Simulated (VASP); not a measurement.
Here is a VASP 6.6.1 calculation.

File INCAR:

```
SYSTEM = HfW
  PREC = Accurate
  ENCUT = 520
  EDIFF = 1E-6
  ISMEAR = 0
  SIGMA = 0.1
  LREAL = .FALSE.
  LASPH = .TRUE.
  NELM = 100
  ALGO = Fast
  ISIF = 2
  LWAVE = .FALSE.
  LCHARG = .FALSE.
  GGA = PE
  NBANDS = 45
```

Contents of KPOINTS:

```
Automatic mesh
0
G
  6 6 4
  0 0 0
```

The input POSCAR:

```
HfW
1.0
    5.8443321846      0.0000000000      0.0000000000
   -2.9221660923      5.0613401400      0.0000000000
    0.0000000000      0.0000000000      4.4596786724
Hf W
3 3
Direct
    0.5000000000      0.0000000000      0.0000000000
    0.5000000000      0.5000000000      0.0000000000
    0.0000000000      0.5000000000      0.0000000000
    0.0000000000      0.0000000000      0.0000000000
    0.3333333333      0.6666666667      0.5000000000
    0.6666666667      0.3333333333      0.5000000000
```

Potentials or basis: VASP PAW PBE potentials, release 64 (Hf_pv, W_sv).

The run is started by

```bash
$ cat potpaw_PBE.64/Hf_pv/POTCAR potpaw_PBE.64/W_sv/POTCAR > POTCAR
$ mpirun -np 1 vasp_std > vasp.out
```

Q: What does it give for the band gap on the k mesh?

A: None (metal or under the smearing width).

Q: What does it give for the pressure?

A: 0.0 GPa.

Stress tensor (GPa, compression positive):
```
 0.03  0.00  0.00
 0.00  0.03  0.00
 0.00  0.00 -0.18
```

The run has no spin-orbit coupling, so splittings on Hf, W are missing.
